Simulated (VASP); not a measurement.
Input of a VASP 6.6.1 run:

Contents of INCAR:

```
PREC     = Accurate       # precision mode
ENCUT    = 520            # plane-wave cutoff, eV
EDIFF    = 1E-7           # SCF threshold, eV
ISMEAR   = 0              # smearing method
SIGMA    = 0.1            # smearing width, eV
LREAL    = False          # projectors in reciprocal space
LASPH    = True           # aspherical terms in the spheres
NELM     = 60             # most SCF steps
ALGO     = Normal         # electronic algorithm
ISIF     = 3              # what is computed and relaxed
LWAVE    = False          # write WAVECAR
LCHARG   = False          # write CHGCAR
GGA      = PE             # functional
IBRION   = 2              # ionic algorithm
NSW      = 80             # ionic steps
EDIFFG   = -0.002         # ionic threshold
```

Contents of KPOINTS:

```
regular mesh
0
Gamma
  26 26 26
```

Contents of POSCAR:

```
W                                       
1.0
   -1.5926730312      1.5926730312      1.5926730312
    1.5926730312     -1.5926730312      1.5926730312
    1.5926730312      1.5926730312     -1.5926730312
  W             
     1
Direct
     0.0000000000000000    0.0000000000000000    0.0000000000000000
```

Potentials or basis: VASP PAW PBE potentials, release 64 (W_sv).

The run is started by

```console
$ cat potpaw_PBE.64/W_sv/POTCAR > POTCAR
$ mpirun -np 1 vasp_std > vasp.out
```

Estimate the band gap on the k mesh.

none (metal or under the smearing width).

Final structure:
```
W
1.0
    -1.59267    1.59267    1.59267
     1.59267   -1.59267    1.59267
     1.59267    1.59267   -1.59267
W
1
Direct
  0.00000 0.00000 0.00000
```

Caveat: the relaxation stopped at its first step, so nothing moved. Spin-orbit coupling is left out, which matters for the levels of W.
